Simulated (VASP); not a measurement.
```
WC
1.0
    1.45332    -2.51722     0.00000
    1.45332     2.51722     0.00000
    0.00000     0.00000     2.83566
W C
1 1
Cartesian
  0.00000   0.00000   0.00000
  1.45332   0.83907   1.41783
```

The numbers are results of MS2 meta-GGA, VASP's PBE PAW potentials (set 64) (plane waves; VASP), not measurements. Numerical set-up: 520 eV cut-off, 16×16×14 Γ-centred mesh, tetrahedra with Blöchl corrections, potentials W_sv C.

Unless said otherwise, spin-orbit coupling is left out, though it shifts the bands of the heavy elements here.

Task: Predict the energy per atom (σ→0), band gap (over mesh and band path) with the smallest direct gap where there is one.

Result: 
The band gap (over mesh and band path) comes out as none (metal, semimetal or under 0.01 eV) and the energy per atom (σ→0) comes out as -3.647 eV/atom.

Total energies compare only between runs with the same potentials, cut-off and functional.

The compound is WC in the wc structure. It was relaxed first.
